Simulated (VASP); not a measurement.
AgPd, 6 atoms in the cell. The cell holds a slab with vacuum, 6 atoms: a = 2.824 Å, b = 2.824 Å, c = 26.586 Å, α = 90.00°, β = 90.00°, γ = 120.00°.  The cell isn't the ideal one: the (0 0 1) slab of AgPd, cut from the database cell, not relaxed.

```yaml
Program: VASP 6.6.1
Task: single point
Functional: PBEsol
Potentials_or_basis: VASP PAW PBE potentials, release 64 (Pd, Ag)
Cutoff: 500 eV
k_mesh: 11 × 11 × 1
Occupations: gaussian, width 0.05 eV
Spin: no spin polarisation
Further_INCAR_settings: ALGO = Normal; EDIFF = 1e-07; NBANDS = 40
```

Potentials or basis: VASP PAW PBE potentials, release 64 (Pd, Ag).

Command:

```bash
$ cat potpaw_PBE.64/Pd/POTCAR potpaw_PBE.64/Ag/POTCAR > POTCAR
$ mpirun -np 1 vasp_std > vasp.out
```

Hardware: 1 thread of Intel(R) Xeon(R) 6975P-C (Granite Rapids) (shared host).

Task: How long does it take, and how much memory?

Result: Run time: 2.1 min on 1 thread of Intel(R) Xeon(R) 6975P-C (Granite Rapids) (shared host), peak memory 0.36 GiB. Counts: scf iterations 32, k points 16.
